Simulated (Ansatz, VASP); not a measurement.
Two plane-wave programs on Li6Te2O

```
Li Te O
1.0
     4.46779    0.00000    0.00000
     0.00000    4.46779    0.00000
     0.00000    0.00000   10.63439
Li Te O
6 2 1
Direct
  0.50000 0.00000 0.13399
  0.50000 0.00000 0.86601
  0.00000 0.50000 0.13399
  0.00000 0.50000 0.86601
  0.00000 0.00000 0.50000
  0.00000 0.00000 0.00000
  0.00000 0.00000 0.25749
  0.00000 0.00000 0.74251
  0.50000 0.50000 0.00000
```

Change from the starting cell: species swapped into the NdTa2O6 type (P4/mmm, No. 123).

Alike in both runs: task relaxation of cell and atoms; functional PBE; k mesh 6 × 6 × 4; occupations gaussian, width 0.02 eV; no spin polarisation.

|  | VASP | Ansatz |
| --- | --- | --- |
| version | VASP 6.6.1 | Ansatz 0.2.0 |
| potentials or method | VASP PAW PBE potentials, release 64 (Li_sv, Te, O) | scalar-relativistic, plane waves, PAW |
| plane-wave cutoff (eV) | 600 | 420 |
| valence electrons in the cell | 36 | 56 |

VASP gave:

| Item | Value |
| --- | --- |
| gap on the k mesh at the Fermi level, each at its own relaxed structure (eV) | 1.62 |
| relaxed volume (Å³/atom) | 23.55 |
| relaxed cell length with the largest relative difference (Å) | 4.465 |

Q: What did Ansatz give for the same quantities?

A: gap on the k mesh at the Fermi level, each at its own relaxed structure (eV): 1.62; relaxed volume (Å³/atom): 23.59; relaxed cell length with the largest relative difference (Å): 4.469.

The two sets of potentials don't hold the same shells in valence.

Caveats: the cutoff is under 1.25 times the usual one of these potentials, so pressure, stress and relaxed cells hold a basis-set (Pulay) error (VASP); spin-orbit coupling is left out, which moves the levels of the heavy elements. A k mesh can miss the band edges.
